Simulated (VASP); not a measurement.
Computed with PBE GGA, VASP's PBE PAW potentials (set 64) (plane waves; VASP).

VASP input:

**INCAR**
```
# general
SYSTEM  = SnSe2
PREC    = Accurate
ENCUT   = 400
LREAL   = .FALSE.   # projection in real space or not
LASPH   = .TRUE.   # aspherical one-centre terms

# electronic loop
EDIFF   = 1E-6
NELM    = 100
ALGO    = Normal
LMAXMIX = 4   # l cut-off of mixed one-centre charges

# smearing
ISMEAR  = 0
SIGMA   = 0.05   # width (eV)

# functional
GGA     = PE   # PBE

# ions
ISIF    = 2   # forces and stress, cell fixed

# output
LWAVE   = .FALSE.
LCHARG  = .FALSE.
```

**KPOINTS**
```
Automatic mesh
0
Gamma
6 6 4
0 0 0
```

File POSCAR:
```
SnSe2
1
    1.9050000000    -3.2995570000     0.0000000000
    1.9050000000     3.2995570000     0.0000000000
    0.0000000000     0.0000000000     6.1400000000
Sn Se
1 2
Direct
  0.0000000000   0.0000000000   0.0000000000
  0.3333330000   0.6666670000   0.2500000000
  0.6666670000   0.3333330000   0.7500000000
```

POTCAR, in this order: Sn_d Se (PBE.64 set). Program: vasp_std.

### Question
What will the output report for the number of irreducible k-points (NKPTS), number of bands (NBANDS), largest plane-wave count, number of space-group operations, FFT grid (NGX, NGY, NGZ)?

### Answer

The number of irreducible k-points (NKPTS) comes out as 24, the number of bands (NBANDS) comes out as 17 and the largest plane-wave count comes out as 1412. The number of space-group operations comes out as 12 and the FFT grid (NGX, NGY, NGZ) is 28 × 28 × 40.

The compound is SnSe2 in the 1T layered structure. The cell was not relaxed at this level.
